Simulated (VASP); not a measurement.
Given:

```yaml
crystal:
  lattice:
    - [-2.88909, 2.88909, 1.56677]
    - [2.88909, -2.88909, 1.56677]
    - [2.88909, 2.88909, -1.56677]
  atoms:
    - { symbol: Sn, position: [0.25000, 0.75000, 0.50000] }
    - { symbol: Sn, position: [0.00000, 0.00000, 0.00000] }
```

All values below come from LDA (Ceperley-Alder, Perdew-Zunger), VASP's LDA PAW potentials (set 64) (plane waves; VASP 6.6.1). Numerical set-up: 500 eV cut-off, 13×13×13 Γ-centred mesh, first-order Methfessel-Paxton smearing of 0.10 eV, potentials Sn_d.

Unless said otherwise, spin-orbit coupling is left out, though it shifts the bands of the heavy elements here.

### Question
Estimate the energy per atom (σ→0), band gap (on the k-mesh) with the smallest direct gap where there is one.

### Answer

```yaml
band gap (on the k-mesh): none (metal, semimetal or under 0.01 eV)
energy per atom (σ→0): -4.492 eV/atom
```

The compound is Sn in the beta structure. It was relaxed first.
